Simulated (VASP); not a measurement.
All values below come from PBEsol GGA, VASP's PBE PAW potentials (set 64) (plane waves; VASP).

The input files of a VASP run:

INCAR:
```
SYSTEM = Ti2Zr2N4
PREC = Accurate
ENCUT = 520
EDIFF = 1E-7
NELM = 100
ALGO = Normal
LREAL = .FALSE.
LASPH = .TRUE.
ISMEAR = -5
GGA = PS
LMAXMIX = 4
LWAVE = .FALSE.
LCHARG = .TRUE.
LORBIT = 11
NEDOS = 601
ISIF = 2
```

KPOINTS:
```
Automatic mesh
0
Gamma
8 8 8
0 0 0
```

**POSCAR**
```
Ti2Zr2N4
1
    4.4125646416     0.0000000000    -0.0000000000
    0.0000000000     4.4125646416    -0.0000000000
    0.0000000000     0.0000000000     4.4021598051
Zr N Ti
2 4 2
Direct
  0.0000000000   0.0000000000   0.0000000000
  0.5000000000   0.5000000000   0.0000000000
  0.5000000000   0.5000000000   0.5000000000
  0.0000000000   0.0000000000   0.5000000000
  0.0000000000   0.5000000000   0.0000000000
  0.5000000000   0.0000000000   0.0000000000
  0.5000000000   0.0000000000   0.5000000000
  0.0000000000   0.5000000000   0.5000000000
```

POTCAR, in this order: Zr_sv N Ti_sv (PBE.64 set). Program: vasp_std.

### Question
What does the run give for the energy per atom (σ→0), band gap (on the k-mesh)?

### Answer

```json
{
  "energy per atom (σ→0)": "-10.499 eV/atom",
  "band gap (on the k-mesh)": "none (metal, semimetal or under 0.01 eV)"
}
```

**OSZICAR**
```
...
DAV:  12    -0.839944239537E+02    0.71062E-03   -0.36380E-03  9000   0.319E-01    0.101E-01
DAV:  13    -0.839942871026E+02    0.13685E-03   -0.73811E-04  8776   0.155E-01    0.186E-02
DAV:  14    -0.839942885622E+02   -0.14596E-05   -0.62502E-05  9144   0.447E-02    0.153E-02
DAV:  15    -0.839942861268E+02    0.24354E-05   -0.24571E-05  8208   0.215E-02    0.823E-03
DAV:  16    -0.839942931596E+02   -0.70328E-05   -0.42725E-06  8208   0.112E-02    0.433E-03
DAV:  17    -0.839942938614E+02   -0.70179E-06   -0.11834E-06  6352   0.494E-03    0.849E-04
DAV:  18    -0.839942939244E+02   -0.63002E-07   -0.36528E-08  4648   0.142E-03
   1 F= -.83994294E+02 E0= -.83994294E+02  d E =0.000000E+00
```

The structure was generated: Ti2Zr2N4 was put into an ordered model structure (P4/mmm), which need not be its known phase. It was relaxed first.
